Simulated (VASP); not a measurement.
# LaSi3Rh with and without spin-orbit coupling, part 4 of 4

What does spin-orbit coupling change in LaSi3Rh, and what does it cost? All runs use LDA. Left out of this account: at least 1 further run (fields: a reference on another mesh). The start is a computed cell from the Materials Project.

VASP 6.6.1, plane waves and PAW; the level of theory is named at each step.

So far. Step 4 (Total and projected DOS (LDA)): Of the states within 0.3 eV of the Fermi level, the largest shares in the PAW spheres are Rh d 17 %, Si p 14 % and La d 8 %. The rest lies in smaller channels or between the spheres. Step 5 (Density of states (LDA + SOC)): The DOS at the Fermi level goes from 1.78 to 1.75 states/eV/cell, a number that is sensitive to the mesh. The run took 8.3 times the core time, with 50 spinor bands against 34.

## 6. Relaxing cell and atoms (LDA)

This step: LDA; plane waves and PAW (La, Si, Rh_pv) (VASP 6.6.1).

Last, the cell itself: ISIF = 3 frees volume, shape and positions, first without the coupling.

INCAR

```
SYSTEM = LaSi3Rh
PREC = Accurate
ENCUT = 400
EDIFF = 1E-06
NELM = 100
ISMEAR = -1
SIGMA = 0.05
LREAL = .FALSE.
ALGO = Normal
GGA = CA
NBANDS = 25
LASPH = .TRUE.
LORBIT = 11
LWAVE = .FALSE.
LCHARG = .FALSE.
KPAR = 4
IBRION = 2
NSW = 60
ISIF = 3
EDIFFG = -0.01
```

POSCAR

```
LaSi3Rh
1.0
    0.0000000000     -4.2697357800      0.0000000000
   -4.2697357800      0.0000000000      0.0000000000
    2.1348678900     -2.1348678900     -4.9346317700
La Si Rh
1 3 1
Direct
    0.9994988900      0.0005011100      0.0010022200
    0.4119316800      0.5880683200      0.1761366400
    0.2620189200      0.2379810800      0.4759621600
    0.7620189200      0.7379810800      0.4759621600
    0.6545305800      0.3454694200      0.6909388400
```

KPOINTS

```
Automatic mesh
0
Gamma
7 7 7
0 0 0
```

The projector-augmented-wave data sets are La, Si and Rh_pv (LDA family, release 64).

Command:

```console
$ mpirun -np 4 vasp_std
```

What it wrote:

```text
[... set-up lines as in an earlier step ...]
 entering main loop
       N       E                     dE             d eps       ncg     rms          rms(c)
DAV:   1     0.235650530386E+03    0.23565E+03   -0.15529E+04  2592   0.164E+03
DAV:   2     0.172751924717E+01   -0.23392E+03   -0.22488E+03  2194   0.309E+02
DAV:   3    -0.348948011587E+02   -0.36622E+02   -0.35048E+02  3034   0.116E+02
DAV:   4    -0.374217093641E+02   -0.25269E+01   -0.24773E+01  3474   0.346E+01
DAV:   5    -0.375237568481E+02   -0.10205E+00   -0.10191E+00  2959   0.560E+00    0.127E+01
DAV:   6    -0.373230979774E+02    0.20066E+00   -0.14768E+01  2944   0.248E+01    0.593E+00
DAV:   7    -0.366747617417E+02    0.64834E+00   -0.50694E+00  2928   0.174E+01    0.412E+00
DAV:   8    -0.366784820171E+02   -0.37203E-02   -0.86677E-01  3056   0.459E+00    0.131E+00
DAV:   9    -0.366418751204E+02    0.36607E-01   -0.26956E-01  3056   0.337E+00    0.326E-01
DAV:  10    -0.366420825064E+02   -0.20739E-03   -0.13711E-02  3174   0.750E-01    0.174E-01
DAV:  11    -0.366418968337E+02    0.18567E-03   -0.12923E-03  3296   0.237E-01    0.782E-02
DAV:  12    -0.366418810535E+02    0.15780E-04   -0.26947E-04  3208   0.975E-02    0.216E-02
DAV:  13    -0.366418809430E+02    0.11055E-06   -0.29912E-05  2896   0.408E-02    0.664E-03
DAV:  14    -0.366418811075E+02   -0.16454E-06   -0.15057E-06  2200   0.105E-02
   1 F= -.36641881E+02 E0= -.36634059E+02  d E =-.366419E+02
 curvature:   0.00 expect dE= 0.000E+00 dE for cont linesearch  0.000E+00
 trial: gam= 0.00000 g(F)=  0.196E-02 g(S)=  0.242E+00 ort = 0.000E+00 (trialstep = 0.100E+01)
 search vector abs. value=  0.244E+00
 bond charge predicted
       N       E                     dE             d eps       ncg     rms          rms(c)
DAV:   1    -0.407594971785E+02   -0.41176E+01   -0.71032E+01  2668   0.777E+01    0.215E+01
DAV:   2    -0.389951628895E+02    0.17643E+01   -0.65807E+01  2440   0.598E+01    0.102E+01
DAV:   3    -0.366466031200E+02    0.23486E+01   -0.12490E+01  2927   0.346E+01    0.463E+00
DAV:   4    -0.366538695984E+02   -0.72665E-02   -0.14683E+00  3120   0.713E+00    0.294E+00
DAV:   5    -0.366543176981E+02   -0.44810E-03   -0.43953E-01  3008   0.505E+00    0.258E+00
DAV:   6    -0.366147327001E+02    0.39585E-01   -0.18610E-01  3448   0.357E+00    0.432E-01
DAV:   7    -0.366166534418E+02   -0.19207E-02   -0.17263E-02  3246   0.700E-01    0.347E-01
DAV:   8    -0.366165520326E+02    0.10141E-03   -0.22547E-03  2996   0.332E-01    0.105E-01
DAV:   9    -0.366165042409E+02    0.47792E-04   -0.11887E-03  3519   0.218E-01    0.385E-02
DAV:  10    -0.366165149289E+02   -0.10688E-04   -0.10565E-04  3210   0.755E-02    0.282E-02
DAV:  11    -0.366165111342E+02    0.37947E-05   -0.12515E-05  3045   0.247E-02    0.139E-02
DAV:  12    -0.366165101325E+02    0.10018E-05   -0.25155E-06  2338   0.110E-02    0.776E-03
DAV:  13    -0.366165096822E+02    0.45033E-06   -0.11540E-06  1766   0.985E-03
   2 F= -.36616510E+02 E0= -.36609662E+02  d E =0.253714E-01
[... from here on, the cycles between the ionic steps are left out ...]
   3 F= -.36699985E+02 E0= -.36692545E+02  d E =-.581039E-01
   4 F= -.36699988E+02 E0= -.36692558E+02  d E =-.581071E-01
   5 F= -.36700612E+02 E0= -.36693293E+02  d E =-.623679E-03
   6 F= -.36700615E+02 E0= -.36693306E+02  d E =-.626984E-03
   7 F= -.36700699E+02 E0= -.36693411E+02  d E =-.840425E-04
   8 F= -.36700705E+02 E0= -.36693421E+02  d E =-.898274E-04
   9 F= -.36700695E+02 E0= -.36693423E+02  d E =-.800146E-04
 curvature:   1.31 expect dE= 0.126E-03 dE for cont linesearch  0.216E-04
 ZBRENT: bracketing found
 ZBRENT: interpolating
 opt :   1.2772  next Energy=   -36.700706 (dE=-0.908E-04)
 bond charge predicted
       N       E                     dE             d eps       ncg     rms          rms(c)
DAV:   1    -0.367007146769E+02   -0.19440E-04   -0.13508E-03  2365   0.444E-01    0.332E-02
DAV:   2    -0.367007143259E+02    0.35100E-06   -0.30006E-04  3137   0.168E-01    0.183E-02
DAV:   3    -0.367007072252E+02    0.71007E-05   -0.45830E-05  3196   0.576E-02    0.873E-03
DAV:   4    -0.367007052502E+02    0.19749E-05   -0.85519E-06  2936   0.216E-02    0.191E-03
DAV:   5    -0.367007052435E+02    0.67439E-08   -0.75010E-07  1153   0.816E-03
  10 F= -.36700705E+02 E0= -.36693424E+02  d E =-.900576E-04
 curvature:  -0.06 expect dE=-0.266E-05 dE for cont linesearch -0.117E-07
 trial: gam= 0.35929 g(F)=  0.585E-05 g(S)=  0.379E-04 ort =-0.531E-05 (trialstep = 0.983E+00)
 search vector abs. value=  0.589E-04
 reached required accuracy - stopping structural energy minimisation
```

Run time: 52 s. Hardware: 4 MPI ranks of Intel Xeon 6975P-C (Granite Rapids), shared host; peak memory 0.88 GiB.

Parts of OUTCAR (step 6):

```text
   k-points           NKPTS =     40   k-points in BZ     NKDIM =     40   number of bands    NBANDS=     25

   NELECT =      38.0000    total number of electrons

 E-fermi :  10.1357

 k-point     1 :       0.0000    0.0000    0.0000
  band No.  band energies     occupation
    ...
     14       6.7937      2.00000
     15       7.0349      2.00000
     16       7.4863      2.00000
     17       8.3618      2.00000
     18       8.3618      2.00000
     19      10.4238      0.00626
     20      10.4238      0.00626
     21      11.4414      0.00000
     22      11.6456      0.00000
     23      12.3108      0.00000
    ...

  Total       -0.0356574     -0.0356574     -0.0372150      0.0000000      0.0000000      0.0000000
  in kB       -0.6607043     -0.6607043     -0.6895652      0.0000000      0.0000000      0.0000000
  external PRESSURE =      -0.6703246 kB  Pullay stress =       0.0000000 kB

 POSITION                                       TOTAL-FORCE (eV/Angst)
 -----------------------------------------------------------------------------------
     -0.00000     -4.21703     -0.00583         0.000000     -0.000000      0.009681
     -2.10852     -2.10852     -0.85517        -0.000000      0.000000     -0.002557
      0.00000     -2.10852     -2.31128        -0.000000      0.000000     -0.003191
     -2.10852     -4.21703     -2.31128        -0.000000      0.000000     -0.003191
      0.00000     -4.21703     -3.36577        -0.000000      0.000000     -0.000742
 -----------------------------------------------------------------------------------
    total drift:                               -0.000032      0.000032     -0.000017

  FREE ENERGIE OF THE ION-ELECTRON SYSTEM (eV)
  ---------------------------------------------------
  free  energy   TOTEN  =       -36.7007052435 eV

  energy  without entropy=      -36.6861427907  energy(sigma->0) =      -36.69342402

 reached required accuracy - stopping structural energy minimisation

[... 6 parts as in an earlier step ...]

[... 10 further parts left out ...]
```

CONTCAR:

```
LaSi3Rh
   1.00000000000000
     0.0000000000000000   -4.2170343743101260    0.0000000000000000
    -4.2170343743101260    0.0000000000000000    0.0000000000000000
     2.1085171871550630   -2.1085171871550630   -4.8622700599277460
  La              Si              Rh
     1     3     1
Direct
     0.9994002503907643    0.0005997496092358    0.0011994992184644
     0.4120601769356064    0.5879398230643935    0.1758796461287943
     0.2623246428743038    0.2376753571256962    0.4753507142513995
     0.7623246428743037    0.7376753571256963    0.4753507142513995
     0.6538892769250270    0.3461107230749733    0.6922214461499465
```

The run keeps the 8 symmetry operations of its start, so it cannot find a distortion of lower symmetry.

The steps of the relaxation:

| step | energy less that of the first step (eV) | largest force (eV/Å) | pressure (GPa) | volume (Å³) |
| --- | --- | --- | --- | --- |
| 1 | 0.0000 | 0.1629 | -5.14 | 89.96 |
| 2 | 0.0254 | 0.3233 | 7.12 | 82.66 |
| 3 | -0.0581 | 0.1276 | -0.07 | 86.54 |
| 4 | -0.0581 | 0.1303 | 0.03 | 86.47 |
| 5 | -0.0587 | 0.0332 | 0.05 | 86.43 |
| 6 | -0.0587 | 0.0360 | 0.03 | 86.43 |
| 7 | -0.0588 | 0.0120 | -0.05 | 86.46 |
| 8 | -0.0588 | 0.0115 | -0.04 | 86.46 |
| 9 | -0.0588 | 0.0071 | -0.10 | 86.48 |
| 10 | -0.0588 | 0.0097 | -0.07 | 86.47 |

| conventional cell, symmetrised | before | after | change |
| --- | --- | --- | --- |
| a (Å) | 4.270 | 4.217 | -1.2 % |
| b (Å) | 4.270 | 4.217 | -1.2 % |
| c (Å) | 9.869 | 9.725 | -1.5 % |
| volume (Å³/atom) | 17.99 | 17.29 | -3.9 % |

The relaxed structure:

```xyz
5
Lattice="0.0000 -4.2170 0.0000 -4.2170 0.0000 0.0000 2.1085 -2.1085 -4.8623" Properties=species:S:1:pos:R:3 pbc="T T T"
La    0.0000   -4.2170   -0.0058
Si   -2.1085   -2.1085   -0.8552
Si    0.0000   -2.1085   -2.3113
Si   -2.1085   -4.2170   -2.3113
Rh    0.0000   -4.2170   -3.3658
```

This step gave:

```
bands                           : 25
irreducible k-points            : 40
free energy (TOTEN)             : -36.70 eV
energy at zero smearing         : -36.69 eV
Fermi energy                    : 10.14 eV
pressure                        : -0.06703 GPa
SCF cycles over all ionic steps : 71
```

It ends with a largest force of 0.010 eV/Å and a pressure of -0.07 GPa.

## 7. Relaxing cell and atoms (LDA + SOC)

This step: LDA, spin-orbit coupling; plane waves and PAW (La, Si, Rh_pv) (VASP 6.6.1).

The same relaxation with spinors and spin-orbit coupling.

INCAR: that of step 6 with these lines changed.

```diff
@@ -10,4 +10,9 @@
 GGA = CA
-NBANDS = 25
+LNONCOLLINEAR = .TRUE.
+MAGMOM = 0 0 0 0 0 0 0 0 0 0 0 0 0 0 0
+NBANDS = 50
+GGA_COMPAT = .FALSE.
 LASPH = .TRUE.
+LSORBIT = .TRUE.
+LMAXMIX = 6
 LORBIT = 11
```

POSCAR is that of step 6.

KPOINTS is that of step 6.

Command:

```console
$ mpirun -np 4 vasp_ncl
```

What it wrote:

```text
[... set-up lines as in an earlier step ...]
 entering main loop
       N       E                     dE             d eps       ncg     rms          rms(c)
[... 15 cycles as in an earlier step ...]
   1 F= -.37098890E+02 E0= -.37090995E+02  d E =-.370989E+02  mag=    -0.0000    -0.0000     0.0000
 curvature:   0.00 expect dE= 0.000E+00 dE for cont linesearch  0.000E+00
 trial: gam= 0.00000 g(F)=  0.185E-02 g(S)=  0.242E+00 ort = 0.000E+00 (trialstep = 0.100E+01)
 search vector abs. value=  0.244E+00
 bond charge predicted
       N       E                     dE             d eps       ncg     rms          rms(c)
DAV:   1    -0.410280528382E+02   -0.39292E+01   -0.67459E+01  8612   0.778E+01    0.209E+01
DAV:   2    -0.391351908603E+02    0.18929E+01   -0.45384E+01 10420   0.605E+01    0.100E+01
DAV:   3    -0.370535846275E+02    0.20816E+01   -0.10594E+01 10662   0.346E+01    0.450E+00
DAV:   4    -0.371119436340E+02   -0.58359E-01   -0.18028E+00 11808   0.101E+01    0.272E+00
DAV:   5    -0.370945205483E+02    0.17423E-01   -0.32513E-01 10600   0.486E+00    0.240E+00
DAV:   6    -0.370814136689E+02    0.13107E-01   -0.47706E-02 12000   0.197E+00    0.122E+00
DAV:   7    -0.370739932587E+02    0.74204E-02   -0.34846E-02 11856   0.121E+00    0.413E-01
DAV:   8    -0.370743780529E+02   -0.38479E-03   -0.52615E-03 12562   0.509E-01    0.246E-01
DAV:   9    -0.370741068435E+02    0.27121E-03   -0.27256E-03 10840   0.347E-01    0.316E-02
DAV:  10    -0.370741457965E+02   -0.38953E-04   -0.44152E-04 12858   0.173E-01    0.261E-02
DAV:  11    -0.370741481836E+02   -0.23871E-05   -0.30618E-05 11472   0.424E-02    0.161E-02
DAV:  12    -0.370741469102E+02    0.12733E-05   -0.42675E-06  9742   0.168E-02    0.887E-03
DAV:  13    -0.370741464500E+02    0.46022E-06   -0.31419E-06  8312   0.137E-02
   2 F= -.37074146E+02 E0= -.37067179E+02  d E =0.247432E-01  mag=    -0.0000    -0.0000    -0.0000
[... from here on, the cycles between the ionic steps are left out ...]
   3 F= -.37157092E+02 E0= -.37149571E+02  d E =-.582026E-01  mag=     0.0000     0.0000    -0.0000
   4 F= -.37157092E+02 E0= -.37149580E+02  d E =-.582027E-01  mag=     0.0000     0.0000    -0.0000
   5 F= -.37157738E+02 E0= -.37150329E+02  d E =-.645722E-03  mag=     0.0000     0.0000     0.0000
   6 F= -.37157742E+02 E0= -.37150343E+02  d E =-.649702E-03  mag=     0.0000     0.0000    -0.0000
   7 F= -.37157838E+02 E0= -.37150456E+02  d E =-.962944E-04  mag=     0.0000     0.0000    -0.0000
   8 F= -.37157842E+02 E0= -.37150463E+02  d E =-.100350E-03  mag=     0.0000     0.0000     0.0000
   9 F= -.37157836E+02 E0= -.37150464E+02  d E =-.944282E-04  mag=    -0.0000    -0.0000     0.0000
  10 F= -.37157842E+02 E0= -.37150466E+02  d E =-.100517E-03  mag=    -0.0000    -0.0000    -0.0000
  11 F= -.37157847E+02 E0= -.37150494E+02  d E =-.405310E-05  mag=    -0.0000    -0.0000     0.0000
 trial-energy change:   -0.000004  1 .order   -0.000000   -0.000081    0.000081
 step:   0.4014(harm=  0.4014)  dis= 0.00052  next Energy=   -37.157863 (dE=-0.203E-04)
 bond charge predicted
       N       E                     dE             d eps       ncg     rms          rms(c)
DAV:   1    -0.371580071976E+02   -0.16124E-03   -0.41107E-03  9944   0.687E-01    0.955E-02
DAV:   2    -0.371579209875E+02    0.86210E-04   -0.18569E-03 10696   0.409E-01    0.578E-02
DAV:   3    -0.371578607554E+02    0.60232E-04   -0.35177E-04 10916   0.206E-01    0.149E-02
DAV:   4    -0.371578609777E+02   -0.22229E-06   -0.71028E-05 12376   0.654E-02    0.108E-02
DAV:   5    -0.371578589374E+02    0.20403E-05   -0.11016E-05 10470   0.280E-02    0.431E-03
DAV:   6    -0.371578590637E+02   -0.12628E-06   -0.21375E-06  8400   0.111E-02
  12 F= -.37157859E+02 E0= -.37150495E+02  d E =-.165822E-04  mag=    -0.0000    -0.0000    -0.0000
 curvature:  -0.42 expect dE=-0.107E-04 dE for cont linesearch -0.950E-06
 trial: gam=-0.17079 g(F)=  0.571E-05 g(S)=  0.200E-04 ort = 0.219E-04 (trialstep = 0.721E+00)
 search vector abs. value=  0.244E-04
 reached required accuracy - stopping structural energy minimisation
```

Run time: 8.6 min. Hardware: 4 MPI ranks; peak memory 2 GiB.

Parts of OUTCAR (step 7):

```text
   NELECT =      38.0000    total number of electrons

 E-fermi :  10.1421

 k-point     1 :       0.0000    0.0000    0.0000
  band No.  band energies     occupation
    ...
     32       7.4745      1.00000
     33       8.3215      1.00000
     34       8.3215      1.00000
     35       8.4235      1.00000
     36       8.4235      1.00000
     37      10.3556      0.01379
     38      10.3556      0.01379
     39      10.5019      0.00075
     40      10.5019      0.00075
     41      11.4544      0.00000
    ...

  Total       -0.0134680     -0.0134680     -0.0414069      0.0000000      0.0000000      0.0000000
  in kB       -0.2496745     -0.2496745     -0.7676185      0.0000000      0.0000000      0.0000000
  external PRESSURE =      -0.4223225 kB  Pullay stress =       0.0000000 kB

 POSITION                                       TOTAL-FORCE (eV/Angst)
 -----------------------------------------------------------------------------------
     -0.00000     -4.21608     -0.00521        -0.000000      0.000000      0.007709
     -2.10804     -2.10804     -0.85608        -0.000000      0.000000      0.003658
      0.00000     -2.10804     -2.31087         0.000000     -0.000000     -0.003141
     -2.10804     -4.21608     -2.31087         0.000000     -0.000000     -0.003141
      0.00000     -4.21608     -3.36593         0.000000     -0.000000     -0.005085
 -----------------------------------------------------------------------------------
    total drift:                               -0.000030      0.000030      0.000550

  FREE ENERGIE OF THE ION-ELECTRON SYSTEM (eV)
  ---------------------------------------------------
  free  energy   TOTEN  =       -37.1578590637 eV

  energy  without entropy=      -37.1431311987  energy(sigma->0) =      -37.15049513

 Spin-Orbit-Coupling matrix elements
 Ion:    1  E_soc:     -0.6106351
 Ion:    2  E_soc:     -0.0006035
 Ion:    3  E_soc:     -0.0005533
 Ion:    4  E_soc:     -0.0005533
 Ion:    5  E_soc:     -0.3041803

 magnetization (x)
# of ion       s       p       d       f       tot
--------------------------------------------------
    1        0.000   0.000   0.000   0.000   0.000
    2       -0.000   0.000   0.000   0.000   0.000
    3        0.000   0.000   0.000   0.000   0.000
    4        0.000  -0.000   0.000   0.000  -0.000
    5        0.000  -0.000   0.000   0.000  -0.000
--------------------------------------------------
tot         -0.000  -0.000   0.000   0.000  -0.000

 magnetization (y)
# of ion       s       p       d       f       tot
--------------------------------------------------
    1        0.000  -0.000   0.000   0.000   0.000
    2        0.000   0.000   0.000   0.000   0.000
    3        0.000   0.000   0.000   0.000   0.000
    4        0.000   0.000   0.000   0.000   0.000
    5       -0.000   0.000   0.000   0.000   0.000
--------------------------------------------------
tot          0.000   0.000   0.000   0.000   0.000

 magnetization (z)
# of ion       s       p       d       f       tot
--------------------------------------------------
    1       -0.000   0.000   0.000   0.000  -0.000
    2        0.000   0.000   0.000   0.000   0.000
    3        0.000  -0.000   0.000   0.000  -0.000
    4       -0.000   0.000   0.000   0.000  -0.000
    5        0.000   0.000   0.000   0.000   0.000
--------------------------------------------------
tot         -0.000   0.000   0.000   0.000  -0.000

[... 8 parts as in an earlier step ...]

[... 10 further parts left out ...]
```

Step by step:

| step | energy less that of the first step (eV) | largest force (eV/Å) | pressure (GPa) | volume (Å³) |
| --- | --- | --- | --- | --- |
| 1 | 0.0000 | 0.1584 | -5.13 | 89.96 |
| 2 | 0.0247 | 0.3239 | 7.12 | 82.66 |
| 3 | -0.0582 | 0.1294 | -0.08 | 86.53 |
| 4 | -0.0582 | 0.1324 | 0.08 | 86.46 |
| 5 | -0.0588 | 0.0363 | 0.06 | 86.42 |
| 6 | -0.0589 | 0.0394 | 0.04 | 86.42 |
| 7 | -0.0589 | 0.0124 | -0.06 | 86.46 |
| 8 | -0.0590 | 0.0120 | -0.04 | 86.47 |
| 9 | -0.0589 | 0.0089 | -0.10 | 86.48 |
| 10 | -0.0590 | 0.0105 | -0.11 | 86.47 |
| 11 | -0.0590 | 0.0121 | 0.09 | 86.38 |
| 12 | -0.0590 | 0.0077 | -0.04 | 86.42 |

| conventional cell, symmetrised | before | after | change |
| --- | --- | --- | --- |
| a (Å) | 4.270 | 4.216 | -1.3 % |
| b (Å) | 4.270 | 4.216 | -1.3 % |
| c (Å) | 9.869 | 9.724 | -1.5 % |
| volume (Å³/atom) | 17.99 | 17.28 | -3.9 % |

Final coordinates:

```
La Si Rh
1.0
     0.00000   -4.21608    0.00000
    -4.21608    0.00000    0.00000
     2.10804   -2.10804   -4.86207
La Si Rh
1 3 1
Direct
  0.99946 0.00054 0.00107
  0.41196 0.58804 0.17607
  0.26236 0.23764 0.47529
  0.76236 0.73764 0.47529
  0.65386 0.34614 0.69228
```

This step gave:

* bands: 50
* irreducible k-points: 70
* free energy (TOTEN): -37.16 eV
* energy at zero smearing: -37.15 eV
* pressure: -0.04223 GPa
* SCF cycles over all ionic steps: 85

On-site spin-orbit energy by atom:

| atom | on-site spin-orbit energy (eV) |
| --- | --- |
| La1 | -0.611 |
| Si2 | -0.001 |
| Si3 | -0.001 |
| Si4 | -0.001 |
| Rh5 | -0.304 |

The cell ends at 17.28 Å³/atom, under 0.05 % from the run without the coupling. The run took 9.9 times the core time, with 50 spinor bands against 25.

The cell shrank by 3.9 % in volume. From the first step to the last the energy fell by 0.059 eV, and the largest move was 0.007 Å (Rh5).

## 8. Side by side

| quantity | without | with spin-orbit coupling |
| --- | --- | --- |
| gap (eV) | none | none |
| core minutes, bands | 2.7 | 17 |
| DOS at the Fermi level (states/eV/cell) | 1.78 | 1.75 |
| core minutes, DOS | 0.76 | 6.3 |
| relaxed volume (Å³/atom) | 17.29 | 17.28 |
| core minutes, relaxation | 3.5 | 34 |

## 9. What came out

```json
{
  "gap (eV), without → with": "none → none",
  "DOS at the Fermi level (states/eV/cell), without → with": "1.78 → 1.75",
  "relaxed volume (Å³/atom), without → with": "17.29 → 17.28"
}
```

LaSi3Rh has no gap with or without spin-orbit coupling. The relaxed volume moves by under 0.05 %. The spinor runs cost 6.1 to 9.9 times as much, on a shared host.

[Lines on the potential files, build, host, timing and source positions are cut from VASP's logs without a mark.]

[Logs are printed without paths, hosts, clocks, repeated set-up lines and the standing remarks that a program may print on its own settings, such as how far it seeks lower states.]

[Hosts, paths, dates, database ids (printed as entryN), source tags and the programs' standing remarks are cut or masked in the printed files.]

[A measured line is paired with the nearest computed mode of its activity, which favours agreement.]

[In band tables of VASP the shares of atoms and orbitals are scaled to a sum of 1 inside the atoms' spheres.]
